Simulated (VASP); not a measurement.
Given:

```xyz
1
Lattice="-2.2900 2.2900 2.2900 2.2900 -2.2900 2.2900 2.2900 2.2900 -2.2900" Properties=species:S:1:pos:R:3 pbc="T T T"
Eu     0.0000     0.0000     0.0000
```

These are AM05 GGA, VASP's PBE PAW potentials (set 64) (plane waves; VASP) values and carry that method's errors. Settings: 520 eV cut-off, 10×10×10 Γ-centred mesh, first-order Methfessel-Paxton smearing of 0.10 eV, potentials Eu_2.

The 4f electrons are frozen in the core of the lanthanide potential, so 4f levels, which can set the real gap, and their magnetism are missing. Energy and stress use the plane-wave basis of the starting cell.

**Question.** The ions, cell shape and volume are relaxed. Predict the relaxed structure.

**Answer.** 
```xyz
1
Lattice="-2.1841 2.1841 2.1841 2.1841 -2.1841 2.1841 2.1841 2.1841 -2.1841" Properties=species:S:1:pos:R:3 pbc="T T T"
Eu     0.0000     0.0000     0.0000
```
Space group Im-3m (229), at a tolerance of 0.03 Å.

**Question.** How do energy and volume change from the first to the last step?

**Answer.** The energy (σ→0) changes by -33.0 meV/atom and the volume by -13.2 %, in 4 ionic steps.

The compound is Eu in the bcc structure. This run relaxes it. Symmetry was kept, so distortions that lower it aren't found.
